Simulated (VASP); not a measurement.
Consider the following.

```xyz
2
Lattice="0.0000 1.7866 1.7866 1.7866 0.0000 1.7866 1.7866 1.7866 0.0000" Properties=species:S:1:pos:R:3 pbc="T T T"
C      0.0000     0.0000     0.0000
C      0.8933     0.8933     0.8933
```

Calculation: HSE06 screened hybrid (exact exchange on a k-mesh reduced by 4x4x4), VASP's PBE PAW potentials (set 64) (plane waves; VASP). Settings: PREC = Normal, EDIFF = 1E-5, 400 eV cut-off, 16×16×16 Γ-centred mesh, Gaussian smearing of 0.050 eV, potentials C.

Exact exchange is summed on a reduced mesh (NKRED).

Estimate the energy per atom (σ→0).

The energy per atom (σ→0) is -10.559 eV/atom.

The compound is C in the diamond structure. It was relaxed first. The cell's shape comes from a PBE relaxation.
